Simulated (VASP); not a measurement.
Calculation: PBE GGA, VASP's PBE PAW potentials (set 64) (plane waves; VASP).

A VASP calculation is set up with these files.

**KPOINTS**
```
Automatic mesh
0
Gamma
7 7 7
0 0 0
```

INCAR:
```
SYSTEM = CuTe
PREC = Accurate
ENCUT = 400
EDIFF = 1E-6
NELM = 100
ALGO = Normal
LREAL = .FALSE.
LASPH = .TRUE.
ISMEAR = 0
SIGMA = 0.05
GGA = PE
LMAXMIX = 4
LWAVE = .FALSE.
LCHARG = .FALSE.
ISIF = 2
```

POSCAR:
```
CuTe
4.0864730
  0.0000000000   0.7071068376   0.7071068376
  0.7071068376   0.0000000000   0.7071068376
  0.7071068376   0.7071068376   0.0000000000
Te Cu
1 1
direct
  0.2500000000   0.2500000000   0.2500000000
  0.0000000000   0.0000000000   0.0000000000
```

POTCAR, in this order: Te Cu (PBE.64 set). Program: vasp_std.

Unless said otherwise, spin-orbit coupling is left out, though it shifts the bands of the heavy elements here.

Problem. What does the run give for the energy per atom (σ→0), pressure, band gap (on the k-mesh)?

Solution. 
```
Property                                                    Result
------------------------  ----------------------------------------
energy per atom (σ→0)                               -3440 meV/atom
band gap (on the k-mesh)  none (metal, semimetal or under 0.01 eV)
pressure                                                  3.92 GPa
```

**OSZICAR**
```
...
DAV:   8    -0.689721026279E+01   -0.88559E-02   -0.57408E-01   736   0.195E+01    0.141E+00
DAV:   9    -0.688097564948E+01    0.16235E-01   -0.10705E-01   728   0.101E+01    0.552E-01
DAV:  10    -0.688158804988E+01   -0.61240E-03   -0.42511E-03   736   0.155E+00    0.398E-01
DAV:  11    -0.688117521267E+01    0.41284E-03   -0.21767E-03   604   0.165E+00    0.144E-01
DAV:  12    -0.688119100496E+01   -0.15792E-04   -0.33045E-04   640   0.230E-01    0.152E-02
DAV:  13    -0.688119228647E+01   -0.12815E-05   -0.62854E-06   688   0.446E-02    0.145E-02
DAV:  14    -0.688119213284E+01    0.15362E-06   -0.25590E-06   540   0.241E-02
   1 F= -.68811921E+01 E0= -.68797896E+01  d E =-.280499E-02
```

The structure was generated: CuTe was put into the zincblende type (F-43m), which need not be its known phase. The cell was not relaxed at this level. The electron count is odd and the run is not spin-polarised, which forces a metal.
